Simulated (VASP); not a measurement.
Given:

```
MgTe
1.0
    4.57028     0.00000     0.00000
   -2.28514     3.95798     0.00000
    0.00000     0.00000     7.38715
Mg Te
2 2
Direct
  0.33333   0.66667   0.00328
  0.66667   0.33333   0.50328
  0.33333   0.66667   0.38172
  0.66667   0.33333   0.88172
```

Computed with PBEsol GGA, VASP's PBE PAW potentials (set 64) (plane waves; VASP 6.6.1). Run with 400 eV cut-off, Gaussian smearing of 0.050 eV, potentials Mg Te.

Unless said otherwise, spin-orbit coupling is left out, though it shifts the bands of the heavy elements here.

Problem. Give the energies of bands 3 to 11 at the high-symmetry points, in eV from the valence-band maximum.

Solution. 
```json
[
 {"band": "3", "Γ": "-3.33", "M": "-3.16", "K": "-2.63", "A": "-2.05", "L": "-3.25", "H": "-3.04"},
 {"band": "4", "Γ": "-0.56", "M": "-2.68", "K": "-2.63", "A": "-2.05", "L": "-3.25", "H": "-3.04"},
 {"band": "5", "Γ": "-0.56", "M": "-2.03", "K": "-2.46", "A": "-0.32", "L": "-0.95", "H": "-2.02"},
 {"band": "6", "Γ": "-0.06", "M": "-1.31", "K": "-1.47", "A": "-0.32", "L": "-0.95", "H": "-2.02"},
 {"band": "7", "Γ": "-0.06", "M": "-1.05", "K": "-1.47", "A": "-0.32", "L": "-0.92", "H": "-0.64"},
 {"band": "8", "Γ": "0.00", "M": "-0.49", "K": "-1.43", "A": "-0.32", "L": "-0.92", "H": "-0.64"},
 {"band": "9", "Γ": "2.36", "M": "3.02", "K": "3.40", "A": "3.35", "L": "3.12", "H": "3.82"},
 {"band": "10", "Γ": "2.85", "M": "3.77", "K": "5.70", "A": "3.35", "L": "3.12", "H": "3.82"},
 {"band": "11", "Γ": "5.18", "M": "4.19", "K": "5.70", "A": "5.43", "L": "4.17", "H": "5.03"}
]
```

The gap is direct, 2.36 eV, from the valence maximum at Γ to the conduction minimum at Γ.

The structure comes from a measured MgTe entry (P6_3mc) of the Crystallography Open Database, whose conditions weren't checked. It was relaxed first.
